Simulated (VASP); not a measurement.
A convergence study with VASP on Y (hcp): one setting is varied, all else stays as given below, so the limit is that of these other settings.

```
CELL_PARAMETERS angstrom
      1.82500    -3.16099     0.00000
      1.82500     3.16099     0.00000
      0.00000     0.00000     5.73000
ATOMIC_POSITIONS crystal
  Y  0.33333 0.66667 0.25000
  Y  0.66667 0.33333 0.75000
```

Computed with PBE GGA, VASP's PBE PAW potentials (set 64) (plane waves; VASP). The tightest run used: 550 eV cut-off, 21×21×11 Γ-centred mesh, first-order Methfessel-Paxton smearing of 0.10 eV, potentials Y_sv.

### Question
The settings run are 1×1×1 mesh; 2×2×1 mesh; 3×3×2 mesh; 4×4×2 mesh; 5×5×3 mesh; 6×6×3 mesh; 7×7×4 mesh; 8×8×4 mesh; 9×9×5 mesh; 10×10×5 mesh; 11×11×6 mesh; 12×12×6 mesh; 13×13×7 mesh; 14×14×8 mesh; 15×15×8 mesh; 16×16×9 mesh; 17×17×9 mesh; 18×18×10 mesh; 19×19×10 mesh; 20×20×11 mesh; 21×21×11 mesh. From which on does the stress (every component) stay within 0.5 GPa of the tightest run?

### Answer
From 7×7×4 mesh on: it is off by 0.15 there and by no more than 0.5 in any finer run, while 6×6×3 mesh is off by 0.58.
| setting | E (eV/atom) | pressure (GPa) | irreducible k-points | difference judged (GPa) |
|---|---|---|---|---|
| 1×1×1 mesh | -7.7161 | 13.98 | 1 | 48.59 |
| 2×2×1 mesh | -7.0245 | -8.57 | 2 | 8.63 |
| 3×3×2 mesh | -6.3730 | -0.92 | 6 | 0.57 |
| 4×4×2 mesh | -6.4045 | 0.56 | 8 | 2.41 |
| 5×5×3 mesh | -6.4082 | -0.22 | 10 | 0.65 |
| 6×6×3 mesh | -6.4412 | -0.73 | 14 | 0.58 |
| 7×7×4 mesh | -6.4369 | -0.22 | 24 | 0.15 |
| 8×8×4 mesh | -6.4344 | -0.24 | 30 | 0.21 |
| 9×9×5 mesh | -6.4310 | -0.35 | 36 | 0.15 |
| 10×10×5 mesh | -6.4291 | -0.37 | 42 | 0.17 |
| 11×11×6 mesh | -6.4346 | -0.43 | 64 | 0.07 |
| 12×12×6 mesh | -6.4339 | -0.37 | 76 | 0.05 |
| 13×13×7 mesh | -6.4301 | -0.31 | 84 | 0.13 |
| 14×14×8 mesh | -6.4336 | -0.39 | 120 | 0.04 |
| 15×15×8 mesh | -6.4329 | -0.39 | 135 | 0.04 |
| 16×16×9 mesh | -6.4318 | -0.34 | 150 | 0.05 |
| 17×17×9 mesh | -6.4317 | -0.33 | 165 | 0.05 |
| 18×18×10 mesh | -6.4321 | -0.36 | 222 | 0.07 |
| 19×19×10 mesh | -6.4322 | -0.36 | 240 | 0.07 |
| 20×20×11 mesh | -6.4323 | -0.35 | 264 | 0.01 |
| 21×21×11 mesh | -6.4326 | -0.36 | 288 | 0.00 |

Left out are rungs that failed or repeat a setting and relaxations that didn't move; long series are thinned to 24 rows.

The compound is Y in the hcp structure. The cell was not relaxed at this level.
